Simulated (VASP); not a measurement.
Calculation: PW91 GGA, VASP's PBE PAW potentials (set 64) (plane waves; VASP).

VASP input:

### INCAR
```
SYSTEM=Eu
PREC=Accurate; ENCUT=520; LREAL=.False.
LASPH=.True.
EDIFF=1E-7; NELM=100; ALGO=Normal
LMAXMIX=6
ISMEAR=1; SIGMA=0.1
GGA=91
ISIF=2
LWAVE=.False.; LCHARG=.False.
```

**KPOINTS**
```
Automatic mesh
0
Gamma
12 12 12
0 0 0
```

### POSCAR
```
Eu
1.0
 -2.2299986351   2.2299986351   2.2299986351
  2.2299986351  -2.2299986351   2.2299986351
  2.2299986351   2.2299986351  -2.2299986351
Eu
1
Cartesian
  0.0000000000   0.0000000000   0.0000000000
```

POTCAR, in this order: Eu_2 (PBE.64 set). Program: vasp_std.

Output of the run:

### OSZICAR
```
       N       E                     dE             d eps       ncg     rms          rms(c)
DAV:   1     0.104162571854E+02    0.10416E+02   -0.38363E+03  1168   0.820E+02
DAV:   2    -0.167669628563E+01   -0.12093E+02   -0.11914E+02  1640   0.114E+02
DAV:   3    -0.186549115170E+01   -0.18879E+00   -0.17324E+00  1592   0.103E+01
DAV:   4    -0.186854034410E+01   -0.30492E-02   -0.30285E-02  1816   0.151E+00
DAV:   5    -0.186854655591E+01   -0.62118E-05   -0.62119E-05  1632   0.604E-02    0.663E+00
DAV:   6    -0.188204320112E+01   -0.13497E-01   -0.16616E-03  1864   0.438E-01    0.396E+00
DAV:   7    -0.189049969774E+01   -0.84565E-02   -0.42704E-03  1792   0.637E-01    0.624E-02
DAV:   8    -0.189055540958E+01   -0.55712E-04   -0.19456E-04  1920   0.120E-01    0.171E-02
DAV:   9    -0.189056518246E+01   -0.97729E-05   -0.10620E-05  1776   0.273E-02    0.706E-03
DAV:  10    -0.189056519469E+01   -0.12236E-07   -0.32527E-06  1800   0.145E-02    0.120E-03
DAV:  11    -0.189056534119E+01   -0.14650E-06   -0.71957E-08  1088   0.252E-03    0.396E-04
DAV:  12    -0.189056543907E+01   -0.97883E-07   -0.72917E-09   848   0.104E-03
   1 F= -.18905654E+01 E0= -.18902644E+01  d E =-.903113E-03
```

**OUTCAR**
```
------------------------ aborting loop because EDIFF is reached ----------------------------------------
  FORCE on cell =-STRESS in cart. coord.  units (eV):
  Direction    XX          YY          ZZ          XY          YZ          ZX
  --------------------------------------------------------------------------------------
  Total       -0.0837815     -0.0837815     -0.0837815      0.0000000     -0.0000000      0.0000000
  in kB       -3.0261109     -3.0261109     -3.0261109      0.0000000     -0.0000000      0.0000000
  external PRESSURE =      -3.0261109 kB  Pullay stress =       0.0000000 kB
  volume of cell :       44.36
      direct lattice vectors                 reciprocal lattice vectors
    -2.229998635  2.229998635  2.229998635     0.000000000  0.224215384  0.224215384
     2.229998635 -2.229998635  2.229998635     0.224215384  0.000000000  0.224215384
     2.229998635  2.229998635 -2.229998635     0.224215384  0.224215384  0.000000000
 POSITION                                       TOTAL-FORCE (eV/Angst)
 -----------------------------------------------------------------------------------
      0.00000      0.00000      0.00000        -0.000000     -0.000000      0.000000
 -----------------------------------------------------------------------------------
    total drift:                               -0.000000     -0.000000      0.000000
  FREE ENERGIE OF THE ION-ELECTRON SYSTEM (eV)
  ---------------------------------------------------
  free  energy   TOTEN  =        -1.8905654391 eV

  energy  without entropy=       -1.8896623259  energy(sigma->0) =       -1.89026440
```
(Selected blocks of OUTCAR.)

The 4f electrons are frozen in the core of the lanthanide potential, so 4f levels, which can set the real gap, and their magnetism are missing.

The compound is Eu in the bcc structure. This cell is one point of a volume scan, at 1.03 of the reference volume.
